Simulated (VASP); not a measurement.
Given:

```
CsBr
1.0
    4.29000     0.00000     0.00000
    0.00000     4.29000     0.00000
    0.00000     0.00000     4.29000
Cs Br
1 1
Direct
  0.00000   0.00000   0.00000
  0.50000   0.50000   0.50000
```

All values below come from PBE GGA, VASP's PBE PAW potentials (set 64) (plane waves; VASP 6.6.1). Run with EDIFF = 1E-5, 400 eV cut-off, 6×6×6 Γ-centred mesh, Gaussian smearing of 0.050 eV, potentials Cs_sv Br.

Give the stress tensor in GPa (positive for a compressed cell).

```
1.03  0.00  0.00
0.00  1.03  0.00
0.00  0.00  1.03
```
The pressure is its mean diagonal, 1.03 GPa.

The compound is CsBr in the CsCl type structure. The cell was not relaxed at this level. The run is one of a series of settings (EDIFF = 1E-5 against the base run), some of them coarse on purpose.
